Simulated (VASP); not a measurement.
A convergence study with VASP on LiCl (rock salt): one setting is varied, all else stays as given below, so the limit is that of these other settings.

```
LiCl
1.0
    0.00000     2.57000     2.57000
    2.57000     0.00000     2.57000
    2.57000     2.57000     0.00000
Li Cl
1 1
Cartesian
  0.00000   0.00000   0.00000
  2.57000   2.57000   2.57000
```

Calculation: PBE GGA, VASP's PBE PAW potentials (set 64) (plane waves; VASP 6.6.1). The tightest run used: 700 eV cut-off, 18×18×18 Γ-centred mesh, Gaussian smearing of 0.050 eV, potentials Li_sv Cl.

Q: The settings run are 1×1×1 mesh; 2×2×2 mesh; 3×3×3 mesh; 4×4×4 mesh; 6×6×6 mesh; 7×7×7 mesh; 8×8×8 mesh; 9×9×9 mesh; 11×11×11 mesh; 12×12×12 mesh; 13×13×13 mesh; 14×14×14 mesh; 15×15×15 mesh; 17×17×17 mesh; 18×18×18 mesh. From which on does the stress (every component) stay within 0.5 GPa of the tightest run?

A: From 4×4×4 mesh on: it is off by 0.11 there and by no more than 0.5 in any finer run, while 3×3×3 mesh is off by 0.70.
```json
[
 {"setting": "1×1×1 mesh", "E (eV/atom)": "-0.2767", "pressure (GPa)": "44.99", "irreducible k-points": "1", "difference judged (GPa)": "44.90"},
 {"setting": "2×2×2 mesh", "E (eV/atom)": "-3.4271", "pressure (GPa)": "5.38", "irreducible k-points": "3", "difference judged (GPa)": "5.30"},
 {"setting": "3×3×3 mesh", "E (eV/atom)": "-3.6664", "pressure (GPa)": "0.78", "irreducible k-points": "4", "difference judged (GPa)": "0.70"},
 {"setting": "4×4×4 mesh", "E (eV/atom)": "-3.6890", "pressure (GPa)": "0.19", "irreducible k-points": "8", "difference judged (GPa)": "0.11"},
 {"setting": "6×6×6 mesh", "E (eV/atom)": "-3.6921", "pressure (GPa)": "0.08", "irreducible k-points": "16", "difference judged (GPa)": "0.00"},
 {"setting": "7×7×7 mesh", "E (eV/atom)": "-3.6922", "pressure (GPa)": "0.08", "irreducible k-points": "20", "difference judged (GPa)": "0.00"},
 {"setting": "8×8×8 mesh", "E (eV/atom)": "-3.6922", "pressure (GPa)": "0.08", "irreducible k-points": "29", "difference judged (GPa)": "0.00"},
 {"setting": "9×9×9 mesh", "E (eV/atom)": "-3.6922", "pressure (GPa)": "0.08", "irreducible k-points": "35", "difference judged (GPa)": "0.00"},
 {"setting": "11×11×11 mesh", "E (eV/atom)": "-3.6922", "pressure (GPa)": "0.08", "irreducible k-points": "56", "difference judged (GPa)": "0.00"},
 {"setting": "12×12×12 mesh", "E (eV/atom)": "-3.6922", "pressure (GPa)": "0.08", "irreducible k-points": "72", "difference judged (GPa)": "0.00"},
 {"setting": "13×13×13 mesh", "E (eV/atom)": "-3.6922", "pressure (GPa)": "0.08", "irreducible k-points": "84", "difference judged (GPa)": "0.00"},
 {"setting": "14×14×14 mesh", "E (eV/atom)": "-3.6922", "pressure (GPa)": "0.08", "irreducible k-points": "104", "difference judged (GPa)": "0.00"},
 {"setting": "15×15×15 mesh", "E (eV/atom)": "-3.6922", "pressure (GPa)": "0.08", "irreducible k-points": "120", "difference judged (GPa)": "0.00"},
 {"setting": "17×17×17 mesh", "E (eV/atom)": "-3.6922", "pressure (GPa)": "0.08", "irreducible k-points": "165", "difference judged (GPa)": "0.00"},
 {"setting": "18×18×18 mesh", "E (eV/atom)": "-3.6922", "pressure (GPa)": "0.08", "irreducible k-points": "195", "difference judged (GPa)": "0.00"}
]
```

Left out are rungs that failed or repeat a setting and relaxations that didn't move; long series are thinned to 24 rows.

The compound is LiCl in the rock salt structure. The cell was not relaxed at this level.
